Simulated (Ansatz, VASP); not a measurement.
**Cross-check of Si3N4 between VASP and Ansatz**

Wanted: the spread between two codes on one cell, functional and k mesh. The cell is taken from a series of runs on this material, whose earlier steps may have relaxed, scaled, displaced or heated it; both programs get it as it stands.

Main program and level: Ansatz 0.2.0; plane waves, with VASP 6.6.1 beside it; zone-centre phonons at PBEsol.

## Step 1: Starting point

Symmetry: P6_3/m, No. 176, hexagonal system. Conventional cell: a = 7.625 Å, b = 7.625 Å, c = 2.910 Å, α = 90.00°, β = 90.00°, γ = 120.00°. Nearest to Si lie 4 N at 1.73 to 1.74 Å. Nearest to N lie 3 Si at 1.74 Å. N has 3 Si at 1.73 Å nearest. Farther neighbours and most contacts between anions are not listed.

Coordinates:

```cif
data_structure
_symmetry_space_group_name_H-M 'P 1'
_symmetry_Int_Tables_number 1
_cell_length_a 7.6245
_cell_length_b 7.6245
_cell_length_c 2.9104
_cell_angle_alpha 90.000
_cell_angle_beta 90.000
_cell_angle_gamma 120.000
_cell_volume 146.52
loop_
_atom_site_label
_atom_site_type_symbol
_atom_site_fract_x
_atom_site_fract_y
_atom_site_fract_z
_atom_site_occupancy
Si1 Si 0.76755 0.17393 0.25000 1
Si2 Si 0.59362 0.76755 0.75000 1
Si3 Si 0.82607 0.59362 0.25000 1
Si4 Si 0.23245 0.82607 0.75000 1
Si5 Si 0.40638 0.23245 0.25000 1
Si6 Si 0.17393 0.40638 0.75000 1
N7 N 0.02961 0.33000 0.25000 1
N8 N 0.69961 0.02961 0.75000 1
N9 N 0.67000 0.69961 0.25000 1
N10 N 0.97039 0.67000 0.75000 1
N11 N 0.30039 0.97039 0.25000 1
N12 N 0.33000 0.30039 0.75000 1
N13 N 0.66667 0.33333 0.25000 1
N14 N 0.33333 0.66667 0.75000 1
```

## Step 2: Ansatz: zone-centre phonons, PBEsol

Ansatz runs on its PAW soft_1 files.

Second derivatives magnify differences that forces hide, and they need a tight electronic threshold.

input.yaml

```yaml
crystal:
  lattice:
    - [7.6245160232, 0.0, 0.0]
    - [-3.8122580116, 6.6030245677, 0.0]
    - [0.0, 0.0, 2.9104249995]
  atoms:
    - { symbol: Si, position: [0.7675514056, 0.173930446, 0.25] }
    - { symbol: Si, position: [0.5936209596, 0.7675514056, 0.75] }
    - { symbol: Si, position: [0.826069554, 0.5936209596, 0.25] }
    - { symbol: Si, position: [0.2324485944, 0.826069554, 0.75] }
    - { symbol: Si, position: [0.4063790404, 0.2324485944, 0.25] }
    - { symbol: Si, position: [0.173930446, 0.4063790404, 0.75] }
    - { symbol: "N", position: [0.0296122739, 0.3299995679, 0.25] }
    - { symbol: "N", position: [0.699612706, 0.0296122739, 0.75] }
    - { symbol: "N", position: [0.6700004321, 0.699612706, 0.25] }
    - { symbol: "N", position: [0.9703877261, 0.6700004321, 0.75] }
    - { symbol: "N", position: [0.300387294, 0.9703877261, 0.25] }
    - { symbol: "N", position: [0.3299995679, 0.300387294, 0.75] }
    - { symbol: "N", position: [0.6666666667, 0.3333333333, 0.25] }
    - { symbol: "N", position: [0.3333333333, 0.6666666667, 0.75] }
kpoints:
  mp_grid: { grid: [3, 3, 8] }
hamiltonian:
  xc: pbesol
  pseudopotentials: { kind: paw, azcp: { folder: soft_1 }, xc_functional: pbe }
scf:
  occupations: { method: fixed }
output:
  eigenvalues: true
phonons:
  method: dfpt
basis:
  ecutwfc: 340
```

Started as:

```sh
$ ansatz run input.yaml --threads 4 --pin off --max-ram 8192MiB --backend cpu --events-out ev --progress --plain --runs-dir out
```

Numbers of over 12 decimals in the logs are rounded to 6 here.

The program printed:

```text
Warning: basis.ecutwfc = 340 eV is below the records' recommended 420 eV, and the density's cutoff is lower with it unless basis.ecutrho_ratio is high enough to keep the records' density cutoff: compare with a run at a higher cutoff
zone centre: on kpoints.mp_grid the ground state, and the responses unless they are solved on pairs of k-points, stand on 25 of the mesh's 72 k-points, reduced under 2 symmetry operations, with k and −k counted as one. Each operation leaves every solved displacement unchanged or reverses it
Engine: ansatz 0.2.0, x86_64-unknown-linux-gnu
Pseudopotentials: kind: paw
Pseudopotential: Si, paw, valence charge 4, recommended cutoff 420 eV (normal), soft_1/Si.paw.azcp
Pseudopotential: N, paw, valence charge 5, recommended cutoff 420 eV (normal), soft_1/N.paw.azcp
Functional definition: PBEsol
  exchange = pbesol_x
  correlation = pbesol_c
Crystal: 14 atoms, lattice volume = 146.525 Å³
Basis set: ecut = 340 eV, 2145 PW (Γ), exchange–correlation on 96×96×36 points (8 copies of the dense FFT grid, shifted against one another)
Bands: 46, of which v1, the nominal top of the filled ones, is band 32 counted from 1 (31 counted from 0)
Symmetry: 12 space group operations
k-points: 25 of 72 (irreducible under 2 space group operations, time reversal used)
Non-local potential: Si, projectors of the file, l = 0: 2, l = 1: 2, l = 2: 1
Non-local potential: N, projectors of the file, l = 0: 2, l = 1: 2, l = 2: 1
PAW form: soft (Blöchl's): semilocal exchange-correlation on the pseudo side does not see the compensation charge
PAW frozen core: Si, regenerated for the run's functional, and the local potential with it (the file was generated under x = pbe(κ = 0.804, μ = 0.219515), c = pbe(β = 0.066725))
PAW frozen core: N, regenerated for the run's functional, and the local potential with it (the file was generated under x = pbe(κ = 0.804, μ = 0.219515), c = pbe(β = 0.066725))
PAW one-centre angular grid: Si, 110 points (default); XC on 64 Gauss nodes
PAW one-centre angular grid: N, 110 points (default); XC on 64 Gauss nodes
Initial density: superposition of atomic densities (chi_scale 0.1, normalization cell, long waves kept (reshape's long-wave potential 0.02 eV rms))
Initial wavefunctions: pseudopotential atomic-orbital guess
Functional: x = pbesol(κ = 0.804, μ = 0.123457), c = pbesol(β = 0.046)
SCF iter   1: F=—  HF=-6783.812698 eV  |F-HF|=—  |Δ(HF+E_count)|=         —  Δρ=1.46e-1  dr2=3.30e1  ethr=3.10e-3  ⟨swp⟩=5.0  Hψ=4487  notcnv=0  defer=275
preconditioner: auto → Resta (q_TF=auto, 2.376 Å⁻¹)  ε∞=3.6  [insulator: Δε(μ)=5.847 eV  Ē_g=15.368 eV  n_scr=32 (ndim 8)  ℏωp=24.5 eV  f_vac=0.008  ε∞_Penn≈3.6]
SCF iter   2: F=—  HF=-6773.796357 eV  |F-HF|=—  |Δ(HF+E_count)|=    1.00e1  Δρ=4.85e-2  dr2=1.97e0  ethr=3.10e-3  ⟨swp⟩=3.9  Hψ=3054  notcnv=0  defer=266
SCF iter   3: F=—  HF=-6773.423913 eV  |F-HF|=—  |Δ(HF+E_count)|=   3.72e-1  Δρ=2.36e-2  dr2=4.48e-1  ethr=3.07e-3  ⟨swp⟩=1.0  Hψ=972  notcnv=0  defer=253
SCF iter   4: F=—  HF=-6773.353618 eV  |F-HF|=—  |Δ(HF+E_count)|=   7.03e-2  Δρ=2.00e-3  dr2=7.48e-3  ethr=7.00e-4  ⟨swp⟩=2.0  Hψ=1012  notcnv=0  defer=295
SCF iter   5: F=—  HF=-6773.359215 eV  |F-HF|=—  |Δ(HF+E_count)|=   5.60e-3  Δρ=1.40e-3  dr2=2.99e-3  ethr=1.17e-5  ⟨swp⟩=2.7  Hψ=1825  notcnv=0  defer=296
SCF iter   6: F=—  HF=-6773.359209 eV  |F-HF|=—  |Δ(HF+E_count)|=   5.52e-6  Δρ=4.22e-4  dr2=3.01e-4  ethr=4.67e-6  ⟨swp⟩=2.0  Hψ=1762  notcnv=0  defer=295
SCF iter   7: F=—  HF=-6773.359356 eV  |F-HF|=—  |Δ(HF+E_count)|=   1.47e-4  Δρ=9.09e-5  dr2=2.06e-5  ethr=4.70e-7  ⟨swp⟩=2.0  Hψ=1705  notcnv=0  defer=284
SCF iter   8: F=—  HF=-6773.359396 eV  |F-HF|=—  |Δ(HF+E_count)|=   3.92e-5  Δρ=2.27e-5  dr2=9.23e-7  ethr=3.22e-8  ⟨swp⟩=2.0  Hψ=1732  notcnv=0  defer=251
SCF iter   9: F=—  HF=-6773.359400 eV  |F-HF|=—  |Δ(HF+E_count)|=   4.55e-6  Δρ=2.76e-6  dr2=1.19e-8  ethr=1.44e-9  ⟨swp⟩=2.0  Hψ=1890  notcnv=0  defer=214
SCF iter  10: F=—  HF=-6773.359400 eV  |F-HF|=—  |Δ(HF+E_count)|=   2.57e-8  Δρ=4.63e-7  dr2=2.31e-10  ethr=1.86e-11  ⟨swp⟩=2.0  Hψ=1747  notcnv=0  defer=216
SCF iter  11: F=-6773.359400 eV  HF=-6773.359400 eV  |F-HF|=2.73e-12  |Δ(HF+E_count)|=  1.14e-10  Δρ=6.50e-8  dr2=5.62e-12  ethr=1.00e-12  ⟨swp⟩=19.7  Hψ=9128  notcnv=0
SCF 1 converged in 11 iterations: F = -6773.359400 eV  dr2 = 5.62e-12
  greatest PAW one-centre occupation: 0.791 electrons in one spin orbital (limit 2), on the N atom at site 13 (counted from 0), in its partial waves of l = 0
DFPT response loops at Γ: preconditioner auto → Resta (q_TF=auto, 2.376 Å⁻¹)  ε∞=3.8 (no band partly filled); β = 1.00, the filter's whole step (`scf.mixing.beta` (0.50) is not read by the response loops at its default; to damp them type it under 1.00, their step now; it binds the ground state too); Broyden in place of MSR1
SCF converged after 11 iterations
Free energy (F): -6773.359400 eV
Harris-Foulkes:  -6773.359400 eV  (|F-HF|=2.73e-12)
Internal energy: -6773.359400 eV  (E = F + TS)
E sigma→0 (E₀):  -6773.359400 eV
Fermi energy:    8.103686 eV
--- Per-component energies (eV) ---
  E_band       = 53.208659
  E_kinetic    = 1331.342537
  E_local      = -2026.835609  (includes V_loc(G=0)·N_el)
  E_nonlocal   = 404.371889
  E_hartree    = 712.824144
  E_xc         = -820.375729
  E_vxc        = -904.891714  (∫ρ·V_xc dr)
  E_paw        = -3976.110108  (= ΣΔE_a)
  E_vpaw       = -176.436506  (= ΣTr[D̂ρ^β])
  E_aug_tail   = 0.009802  (compensation charges beyond the density's cutoff)
  E_ewald      = -2399.000481
  E_core_change = 0.414155  (= ΣΔE_core)
  E_smearing   = -0.000000  (= −TS)
  E_closure    = 0.000000  (closes the sum)
  Σ components = -6773.359400   (vs F -6773.359400, Δ=0.00e0)
--- Band table (eV; the first three rows and the last of 25) ---
  k-point 0: bands = [... 28 lower, 6.8131, 7.6420, 7.7295, 7.9135, 12.3065, 12.6953, 12.8914, 12.8914, ... 10 higher]
  k-point 1: bands = [... 28 lower, 6.8515, 7.0291, 7.1931, 8.1037, 13.3171, 13.4444, 13.7473, 13.7473, ... 10 higher]
  k-point 2: bands = [... 28 lower, 6.5039, 6.7899, 6.7899, 8.0483, 13.6562, 13.6562, 14.5202, 14.7099, ... 10 higher]
  k-point 24: bands = [... 28 lower, 6.5757, 6.5757, 7.0017, 7.0017, 12.7235, 12.7235, 13.3681, 13.3681, ... 10 higher]
--- Phonons (Γ-DFPT): 8 representative perturbations + reference, on 25 of 72 k-points (Σ response iterations 29) ---
  k mesh reduced under 2 symmetry operations, with k and −k counted as one. Each operation leaves every solved displacement unchanged or reverses it
  ASR residual: 6.081e-5 → 0.000e0 eV/Å²; symmetrization residual: 1.556e-5 eV/Å²
  ASR residual per site (eV/Å²): 6.08e-5 5.52e-5 5.99e-5 6.08e-5 5.52e-5 5.99e-5 2.76e-5 2.49e-5 2.83e-5 2.76e-5 2.49e-5 2.83e-5 2.50e-5 2.50e-5
  Γ frequencies (cm⁻¹): 0.00 0.00 0.00 173.36 173.36 194.37 216.28 216.28 233.64 258.21 292.55 292.55 347.31 385.91 404.44 404.44 427.72 427.72 440.53 539.59 548.46 548.46 600.90 600.90 639.12 708.01 842.29 851.88 851.88 855.30 855.30 869.05 879.97 879.97 911.26 911.26 922.42 1009.41 1009.41 1020.18 1020.18 1039.79
  non-analytic LO–TO correction: not included (Born effective charges unavailable; polar crystals: no LO–TO splitting at Γ)
```

The column dr2 measures how far the density is from self-consistency, as an energy; F and HF (Harris–Foulkes) agree once it is small.

(Part 1 of 3 ends here.)

[Lines on the potential files, build, host, timing and source positions are cut from VASP's logs without a mark.]

[Logs are printed without paths, hosts, clocks, repeated set-up lines and the standing remarks that a program may print on its own settings, such as how far it seeks lower states.]

[Hosts, paths, dates, database ids (printed as entryN), source tags and the programs' standing remarks are cut or masked in the printed files.]
